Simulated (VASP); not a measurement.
# H16SO10 in VASP: further runs

One crystal, H16SO10, is run at these levels: PBE; tasks: single point.

Program: VASP 6.6.1. These are calculated values, not measurements. Logs are shortened: lines on timing, memory, paths and dates and some standing lists are left out, and cuts for length are marked.

## Step 1: The crystal as given

The cell holds a amorphous, 27 atoms: a = 6.797 Å, b = 6.797 Å, c = 6.797 Å, α = 90.00°, β = 90.00°, γ = 90.00°.

The cell was built by a generator and needn't be a form met in nature.

## Step 2: Single point, PBE

INCAR

```
SYSTEM = H16SO10
PREC = Accurate ; ENCUT = 520
EDIFF = 1E-6 ; ISMEAR = -1
SIGMA = 0.05 ; LREAL = Auto
LASPH = .TRUE. ; NELM = 80
ALGO = Normal ; ISIF = 2
LWAVE = .FALSE. ; LCHARG = .FALSE.
GGA = PE ; NBANDS = 60
```

KPOINTS

```
regular mesh
0
G
  1 1 1
  0 0 0
```

POSCAR

```
H16SO10
1.0
    6.7968840000      0.0000000000      0.0000000000
    0.0000000000      6.7968840000      0.0000000000
    0.0000000000      0.0000000000      6.7968840000
O H S
10 16 1
Direct
    0.9066507535      0.9187003927      0.8855822756
    0.9155077533      0.1710048310      0.4649777751
    0.5154126509      0.1867914768     -0.0077682656
    0.6190778009      0.5194439099      0.1525404877
    0.1663409292      0.3471737932      0.7775474762
   -0.0199650310      0.5729978620      1.0563075668
    0.2738460742      0.9027666207      0.5770144084
    0.1187455899      0.0021480431      0.1879390615
    0.5050108255      0.3048308607      0.5334944660
    0.2236760257      0.4870319988      0.3715526115
    0.9815380107      0.9326038226      0.7635263453
    0.9941614422      0.9917779971      0.9925430536
    0.9658984911      0.2677697604      0.5570788026
    0.7883318297      0.2100668483      0.4146606004
    0.5464857132      0.3234423303      0.0411806351
    0.6372626045      0.1240862725     -0.0517590119
    0.5624047725      0.6550648797      0.1346499366
    0.7620697955      0.5369519327      0.1237478821
    0.1289414385      0.4331249437      0.8858029650
    0.2739932004      0.2626644798      0.8244513221
    0.0478013160      0.5863569247      1.1829832612
   -0.0367815605      0.7081774531      1.0021945350
    0.3516022931      1.0244400228      0.5607422460
    0.2135831655      0.9024723682      0.4443653886
    0.0215245692      0.0919539012      0.2587362091
    0.2080217935      0.1156559388      0.1485680791
    0.3830873088      0.4845455653      0.5173400046
```

Potentials or basis: VASP PAW PBE potentials, release 64 (O, H, S).

Run with:

```console
$ cat potpaw_PBE.64/O/POTCAR potpaw_PBE.64/H/POTCAR potpaw_PBE.64/S/POTCAR > POTCAR
$ mpirun -np 1 vasp_gam > vasp.out
```

OUTCAR:

```text
SYSTEM = H16SO10
   PREC = Accurate
   ENCUT = 520
   EDIFF = 1E-6
   ISMEAR = -1
   LREAL = Auto
   LASPH = .TRUE.
   NELM = 80
   ISIF = 2
   GGA = PE

 ion  position               nearest neighbor table
   1  0.907  0.919  0.886-  11 0.98  12 1.06
   2  0.916  0.171  0.465-  14 0.97  13 0.97
   3  0.515  0.187  0.992-  16 0.98  15 1.01
   4  0.619  0.519  0.153-  18 1.00  17 1.01
   5  0.166  0.347  0.778-  19 0.97  20 0.98
   6  0.980  0.573  0.056-  21 0.98  22 1.00
   7  0.274  0.903  0.577-  23 0.99  24 0.99
   8  0.119  0.002  0.188-  26 1.02  25 1.02
   9  0.505  0.305  0.533-  27 1.48
  10  0.224  0.487  0.372-  27 1.47
  11  0.982  0.933  0.764-   1 0.98
  12  0.994  0.992  0.993-   1 1.06
  13  0.966  0.268  0.557-   2 0.97
  14  0.788  0.210  0.415-   2 0.97
[... 10 lines left out ...]
  25  0.022  0.092  0.259-   8 1.02
  26  0.208  0.116  0.149-   8 1.02
  27  0.383  0.485  0.517-  10 1.47   9 1.48

  LATTYP: Found a simple cubic cell.
 ALAT       =     6.7968840000

  Lattice vectors:

 A1 = (   6.7968840000,   0.0000000000,   0.0000000000)
 A2 = (   0.0000000000,   6.7968840000,   0.0000000000)
 A3 = (   0.0000000000,   0.0000000000,   6.7968840000)

Analysis of symmetry for initial positions (statically):
=====================================================================
 Subroutine PRICEL returns:
 Original cell was already a primitive cell.

 Routine SETGRP: Setting up the symmetry group for a
 simple cubic supercell.

 Subroutine GETGRP returns: Found  1 space group operations
 (whereof  1 operations were pure point group operations)
 out of a pool of 48 trial point group operations.

The static configuration has the point symmetry C_1 .

Analysis of symmetry for dynamics (positions and initial velocities):
=====================================================================
 Subroutine PRICEL returns:
 Original cell was already a primitive cell.

 Routine SETGRP: Setting up the symmetry group for a
 simple cubic supercell.

 Subroutine GETGRP returns: Found  1 space group operations
 (whereof  1 operations were pure point group operations)
 out of a pool of 48 trial point group operations.

The dynamic configuration has the point symmetry C_1 .

 Subroutine INISYM returns: Found  1 space group operations
[... 124 lines left out ...]
   LREAL  =      T    real-space projection
   EDIFFG = 0.1E-04   stopping-criterion for IOM
   NSW    =      0    number of steps for IOM
   IBRION =     -1    ionic relax: 0-MD 1-quasi-New 2-CG
   NFREE  =      0    steps in history (QN), initial steepest desc. (CG)
   ISIF   =      2    stress and relaxation
   ISYM   =      2    0-nonsym 1-usesym 2-fastsym
   POTIM  = 0.5000    time-step for ionic-motion
   TEBEG  =    0.0;   TEEND  =   0.0 temperature during run
   PSTRESS=    0.0 pullay stress
   NELECT =      82.0000    total number of electrons
   NUPDOWN=      -1.0000    fix difference up-down
   EMIN   =  10.00;   EMAX   =-10.00  energy-range for DOS
   EFERMI =   0.00;   METHOD = LEGACY
   ISMEAR =    -1;   SIGMA  =   0.05  broadening in eV -4-tet -1-fermi 0-gaus
   EFERMI_NEDOS =   21; number of points for ismear=-14 and -15
   IALGO  =     38    algorithm
   IMIX   =      4    mixing-type and parameters
     AMIX     =   0.40;   BMIX     =  1.00
     AMIX_MAG =   1.60;   BMIX_MAG =  1.00
  volume/ion in A,a.u.               =      11.63        78.48
  Fermi-wavevector in a.u.,A,eV,Ry     =   1.046413  1.977433 14.898096  1.094979
  Thomas-Fermi vector in A             =   2.181250
   LORBIT       =      0    0 simple, 1 ext, 2 COOP (PROOUT), +10 PAW based schemes
   GGA     = PE    functional components
   LHFCALC =     F    Hartree Fock is set to
   AEXX    =    0.0000 exact exchange contribution
   IVDW    =     0    specifies the selected vdW correction
   LEPSILON=     F    determine dielectric tensor
   LRPA    =     F    only Hartree local field effects (RPA)
 non-spin polarized calculation
  energy-cutoff  :      520.00
  volume of cell :      314.00
 maximum number of plane-waves:      4193
 NGX is ok and might be reduce to    50
   NGX = 25   NGY = 25   NGZ = 25

 number of electron      82.0000002 magnetization

 Free energy of the ion-electron system (eV)
  ---------------------------------------------------
  ext. energy  EPLUGINS =         0.00000000
  ---------------------------------------------------
  free energy    TOTEN  =      -133.79319848 eV

  energy without entropy =     -133.79319848  energy(sigma->0) =     -133.79319848

 E-fermi :  -2.0421     XC(G=0):  -6.7038

 val. band max:       -3.3297328609   @ k =   0.0000   0.0000   0.0000
 cond. band min:      -0.3194646317   @ k =   0.0000   0.0000   0.0000
 fundamental gap:      3.0102682292
 Fermi energy:        -2.0421400091

 k-point     1 :       0.0000    0.0000    0.0000
  band No.  band energies     occupation
      1     -24.5625      2.00000
      2     -22.5332      2.00000
      3     -22.3545      2.00000
      4     -22.2638      2.00000
      5     -22.1128      2.00000
      6     -21.9061      2.00000
[... 45 lines left out ...]
     52       6.3505      0.00000
     53       6.6433      0.00000
 [bands above 53 left out]

------------------------ aborting loop because EDIFF is reached ----------------------------------------

  FORCE on cell =-STRESS in cart. coord.  units (eV):
  Direction    XX          YY          ZZ          XY          YZ          ZX
  --------------------------------------------------------------------------------------
  -------------------------------------------------------------------------------------
  Total       -0.1878950     -2.5439024      0.8992389      1.5116004      1.1097637     -1.3158884
  in kB       -0.9587299    -12.9802023      4.5883451      7.7129054      5.6625434     -6.7142895
  external PRESSURE =      -3.1168624 kB  Pullay stress =       0.0000000 kB

 VOLUME and BASIS-vectors are now :
 -----------------------------------------------------------------------------
  energy-cutoff  :      520.00
  volume of cell :      314.00
      direct lattice vectors                 reciprocal lattice vectors
     6.796884000  0.000000000  0.000000000     0.147126242  0.000000000  0.000000000
     0.000000000  6.796884000  0.000000000     0.000000000  0.147126242  0.000000000
     0.000000000  0.000000000  6.796884000     0.000000000  0.000000000  0.147126242

 POSITION                                       TOTAL-FORCE (eV/Angst)
 -----------------------------------------------------------------------------------
      6.16240      6.24430      6.01920         0.635596      0.876101      1.071515
      6.22260      1.16230      3.16040        -0.013212     -0.581769     -0.584643
      3.50320      1.26960      6.74408        -0.498772      0.106290      0.015897
      4.20780      3.53060      1.03680        -1.149892      1.702955      0.270804
      1.13060      2.35970      5.28490         0.318843     -0.503507     -0.769134
      6.66118      3.89460      0.38272         0.340307     -0.287450      0.371644
[... 19 lines left out ...]
      1.41390      0.78610      1.00980         0.026433     -1.611340      0.160086
      2.60380      3.29340      3.51630         0.402322     -0.581452      0.053561
 -----------------------------------------------------------------------------------
    total drift:                               -0.002779     -0.002031     -0.005363

  FREE ENERGIE OF THE ION-ELECTRON SYSTEM (eV)
  ---------------------------------------------------
  free  energy   TOTEN  =      -133.7931984811 eV

  energy  without entropy=     -133.7931984811  energy(sigma->0) =     -133.79319848
```

Run time: 61 s. Hardware: 1 thread of AMD EPYC 7R43 (Zen 3), shared host; peak memory 0.35 GiB.

Results:

```yaml
Free_energy: -133.7932 eV
Pressure: -0.3 GPa
Largest_force: 2.803 eV/Å
Band_gap_on_the_k_mesh: 3.01 eV, direct
```

Forces in eV/Å, atoms in the order of the input:
```
O    0.636  0.876  1.072
O   -0.013 -0.582 -0.585
O   -0.499  0.106  0.016
O   -1.150  1.703  0.271
O    0.319 -0.504 -0.769
O    0.340 -0.287  0.372
O    0.101  0.571 -0.696
O    0.463  2.740 -0.364
O   -0.929  0.682 -0.357
O    0.564 -0.261  0.266
H    0.014  0.031 -0.118
H   -0.855 -1.215 -1.222
H    0.014  0.262  0.201
H   -0.490  0.436  0.450
H    0.212 -0.533 -0.144
H   -0.109  0.063 -0.102
H    0.481 -1.383  0.060
H    0.319 -0.009 -0.244
H   -0.483  0.563  0.646
H    0.222 -0.029  0.229
H    0.206 -0.071 -0.137
H   -0.075  0.418 -0.531
H    0.112 -0.278  0.469
H   -0.109 -0.210  0.281
H    0.280 -0.897  0.724
H    0.026 -1.611  0.160
S    0.402 -0.581  0.054
```

Stress tensor (GPa, compression positive):
```
-0.10  0.77 -0.67
 0.77 -1.30  0.57
-0.67  0.57  0.46
```

Levels at points of the mesh, in eV from the valence-band top:
```
           k point  band 39  band 40  band 41  band 42  band 43  band 44
(0.00, 0.00, 0.00)    -0.24    -0.03     0.00     3.01     4.94     7.12
```

A hybrid or GW would open this gap; PBE tends to underestimate it.

(Part 1 of 3 ends here.)
